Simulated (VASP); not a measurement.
Write the native input for VASP 6.6.1 that does the following.

* Task: single point
* Functional: PBE
* Potentials or basis: VASP PAW PBE potentials, release 64 (P, As, Ca_sv)
* Cutoff: 520 eV
* k mesh: 4 × 4 × 4
* Occupations: gaussian, width 0.05 eV
* Spin: no spin polarisation
* Dipole correction: no
* Further INCAR settings: ALGO = Fast; EDIFF = 1e-06; NBANDS = 28

The structure of Ca3AsP lies in POSCAR:

```
Ca3AsP
1.0
    5.4152639208      0.0000000000      0.0000000000
    0.0000000000      5.4152639208      0.0000000000
    0.0000000000      0.0000000000      5.4152639208
P As Ca
1 1 3
Direct
    0.0000000000      0.0000000000      0.0000000000
    0.5000000000      0.5000000000      0.5000000000
    0.5000000000      0.5000000000      0.0000000000
    0.5000000000      0.0000000000      0.5000000000
    0.0000000000      0.5000000000      0.5000000000
```

The cell comes from a database or a generator and needn't be the stable form of this composition.

These files were run (other wordings do the same):

INCAR

```
SYSTEM = Ca3AsP
  ALGO = Fast
  EDIFF = 1E-6
  ENCUT = 520
  GGA = PE
  ISIF = 2
  ISMEAR = 0
  LASPH = .True.
  LCHARG = .False.
  LREAL = .False.
  LWAVE = .False.
  NBANDS = 28
  NELM = 100
  PREC = Accurate
  SIGMA = 0.05
```

KPOINTS

```
k-points
0
Gamma
  4 4 4
  0 0 0
```

Potentials or basis: VASP PAW PBE potentials, release 64 (P, As, Ca_sv).

The run is started by

```console
$ cat potpaw_PBE.64/P/POTCAR potpaw_PBE.64/As/POTCAR potpaw_PBE.64/Ca_sv/POTCAR > POTCAR
$ mpirun -np 1 vasp_std > vasp.out
```

Results of the run:

```
Pressure               : 0.1 GPa
Band gap on the k mesh : 0.11 eV, direct
```

It took 40 s on 1 thread of AMD EPYC 9R45 (Zen 5), on a shared host, peak memory 0.22 GiB.
